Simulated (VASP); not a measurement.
Output of a VASP run:

OUTCAR:
```
 ion  position               nearest neighbor table
   1  0.000  0.000  0.000-   2 2.05   2 2.05   2 2.05   2 2.05
   2  0.250  0.250  0.250-   1 2.05   1 2.05   1 2.05   1 2.05
  LATTYP: Found a face centered cubic cell.
 ALAT       =     4.7423459872
 Subroutine PRICEL returns:
 Original cell was already a primitive cell.
 Subroutine GETGRP returns: Found 24 space group operations
The static configuration has the point symmetry T_d .
The dynamic configuration has the point symmetry T_d .
 Subroutine INISYM returns: Found 24 space group operations
 Subroutine IBZKPT returns following result:
 Found     35 irreducible k-points:

 Following reciprocal coordinates:
            Coordinates               Weight
  0.000000  0.000000  0.000000      1.000000
  0.111111  0.000000  0.000000      8.000000
  0.222222  0.000000  0.000000      8.000000
  0.333333  0.000000  0.000000      8.000000
  0.444444  0.000000  0.000000      8.000000
  0.111111  0.111111  0.000000      6.000000
  0.222222  0.111111  0.000000     24.000000
  0.333333  0.111111  0.000000     24.000000
  0.444444  0.111111  0.000000     24.000000
 -0.444444  0.111111  0.000000     24.000000
 -0.333333  0.111111  0.000000     24.000000
 -0.222222  0.111111  0.000000     24.000000
 -0.111111  0.111111  0.000000     12.000000
  0.222222  0.222222  0.000000      6.000000
  0.333333  0.222222  0.000000     24.000000
  0.444444  0.222222  0.000000     24.000000
 -0.444444  0.222222  0.000000     24.000000
 -0.333333  0.222222  0.000000     24.000000
 -0.222222  0.222222  0.000000     12.000000
  0.333333  0.333333  0.000000      6.000000
  0.444444  0.333333  0.000000     24.000000
 -0.444444  0.333333  0.000000     24.000000
 -0.333333  0.333333  0.000000     12.000000
  0.444444  0.444444  0.000000      6.000000
 -0.444444  0.444444  0.000000     12.000000
  0.333333  0.222222  0.111111     24.000000
  0.444444  0.222222  0.111111     48.000000
 -0.444444  0.222222  0.111111     48.000000
  0.444444  0.333333  0.111111     24.000000
 -0.444444  0.333333  0.111111     48.000000
 -0.333333  0.333333  0.111111     48.000000
 -0.222222  0.333333  0.111111     24.000000
 -0.444444  0.444444  0.111111     24.000000
 -0.333333  0.444444  0.111111     24.000000
 -0.333333  0.444444  0.222222     24.000000
   k-points           NKPTS =     35   k-points in BZ     NKDIM =     35   number of bands    NBANDS=      8
   number of dos      NEDOS =    301   number of ions     NIONS =      2
   total plane-waves  NPLWV =  21952
   dimension x,y,z NGX =    28 NGY =   28 NGZ =   28
   dimension x,y,z NGXF=    56 NGYF=   56 NGZF=   56
   ions per type =               1   1
   PREC   = accura    normal or accurate (medium, high low for compatibility)
   ISTART =      0    job   : 0-new  1-cont  2-samecut
   ICHARG =      2    charge: 1-file 2-atom 10-const
   ISPIN  =      1    spin polarized calculation?
   LNONCOLLINEAR =      F non collinear calculations
   LSORBIT =      F    spin-orbit coupling
   INIWAV =      1    electr: 0-lowe 1-rand  2-diag
   ENCUT  =  520.0 eV  38.22 Ry    6.18 a.u.   6.23  6.23  6.23*2*pi/ulx,y,z
   NELM   =    100;   NELMIN=  2; NELMDL= -5     # of ELM steps
   EDIFF  = 0.1E-05   stopping-criterion for ELM
   LREAL  =      F    real-space projection
   NLSPLINE    = F    spline interpolate recip. space projectors
   LMAXMIX     =    4 max onsite mixed and CHGCAR
   VOSKOWN=      0    Vosko Wilk Nusair interpolation
   EDIFFG = -.1E-01   stopping-criterion for IOM
   NSW    =     60    number of steps for IOM
   NBLOCK =      1;   KBLOCK =     60    inner block; outer block
   IBRION =      2    ionic relax: 0-MD 1-quasi-New 2-CG
   NFREE  =      1    steps in history (QN), initial steepest desc. (CG)
   ISIF   =      3    stress and relaxation
   ISYM   =      2    0-nonsym 1-usesym 2-fastsym
   TEIN   =    0.0    initial temperature
   TEBEG  =    0.0;   TEEND  =   0.0 temperature during run
...
```

### OSZICAR
```
       N       E                     dE             d eps       ncg     rms          rms(c)
DAV:   1     0.131343466272E+02    0.13134E+02   -0.39121E+03   560   0.874E+02
DAV:   2    -0.133168243286E+02   -0.26451E+02   -0.25918E+02   872   0.109E+02
DAV:   3    -0.136952350838E+02   -0.37841E+00   -0.37841E+00   608   0.174E+01
DAV:   4    -0.136960467545E+02   -0.81167E-03   -0.81167E-03   848   0.817E-01
DAV:   5    -0.136960468966E+02   -0.14213E-06   -0.14213E-06   624   0.930E-03    0.518E+00
DAV:   6    -0.130256474292E+02    0.67040E+00   -0.20593E+00   576   0.740E+00    0.249E+00
DAV:   7    -0.129395161610E+02    0.86131E-01   -0.23082E-01   776   0.292E+00    0.875E-01
DAV:   8    -0.129258998846E+02    0.13616E-01   -0.27384E-02   672   0.105E+00    0.119E-01
DAV:   9    -0.129259105626E+02   -0.10678E-04   -0.57302E-04   736   0.198E-01    0.635E-02
DAV:  10    -0.129259159337E+02   -0.53711E-05   -0.10690E-04   600   0.682E-02    0.160E-02
DAV:  11    -0.129259170802E+02   -0.11465E-05   -0.14245E-06   808   0.125E-02    0.140E-02
DAV:  12    -0.129259168977E+02    0.18259E-06   -0.87227E-07   304   0.501E-03
   1 F= -.12925917E+02 E0= -.12925917E+02  d E =-.129259E+02
```

OUTCAR:
```
------------------------ aborting loop because EDIFF is reached ----------------------------------------
  FORCE on cell =-STRESS in cart. coord.  units (eV):
  Direction    XX          YY          ZZ          XY          YZ          ZX
  --------------------------------------------------------------------------------------
  Total       -0.0008288     -0.0008288     -0.0008288     -0.0000000     -0.0000000      0.0000000
  in kB       -0.0498008     -0.0498008     -0.0498008     -0.0000000     -0.0000000      0.0000000
  external PRESSURE =      -0.0498008 kB  Pullay stress =       0.0000000 kB
  volume of cell :       26.66
      direct lattice vectors                 reciprocal lattice vectors
     0.000000000  2.371172994  2.371172994    -0.210866099  0.210866099  0.210866099
     2.371172994  0.000000000  2.371172994     0.210866099 -0.210866099  0.210866099
     2.371172994  2.371172994  0.000000000     0.210866099  0.210866099 -0.210866099
  FREE ENERGIE OF THE ION-ELECTRON SYSTEM (eV)
  ---------------------------------------------------
  free  energy   TOTEN  =       -12.9259168977 eV

  energy  without entropy=      -12.9259168977  energy(sigma->0) =      -12.92591690

 reached required accuracy - stopping structural energy minimisation
```
(Selected blocks of OUTCAR.)

POSCAR:
```
BAs
1
   -0.0000000000     2.3711729936     2.3711729936
    2.3711729936     0.0000000000     2.3711729936
    2.3711729936     2.3711729936    -0.0000000000
B As
1 1
Direct
  0.0000000000   0.0000000000   0.0000000000
  0.2500000000   0.2500000000   0.2500000000
```

**Question.** Write an INCAR and KPOINTS that could have produced this output.

**Answer.** One answer among several that fit: the input of the run itself, LDA (Ceperley-Alder, Perdew-Zunger), plane waves, VASP's LDA PAW potentials (set 64).

**KPOINTS**
```
Automatic mesh
0
Gamma
9 9 9
0 0 0
```

### INCAR
```
ALGO = Normal
PREC = Accurate
ISMEAR = 0   # Gaussian
LCHARG = .FALSE.
ISIF = 3
EDIFFG = -0.01   # ionic stop
LWAVE = .FALSE.
SYSTEM = BAs
NELM = 100
IBRION = 2
LREAL = .FALSE.   # projection in real space or not
LASPH = .TRUE.   # aspherical one-centre terms
LMAXMIX = 4   # l cut-off of mixed one-centre charges
SIGMA = 0.05
NSW = 60   # most ionic steps
ENCUT = 520
EDIFF = 1E-6
```

POTCAR, in this order: B As (LDA.64 set). Program: vasp_std.

The compound is BAs in the zinc blende structure. It was relaxed first. The start is the result of an earlier pass.
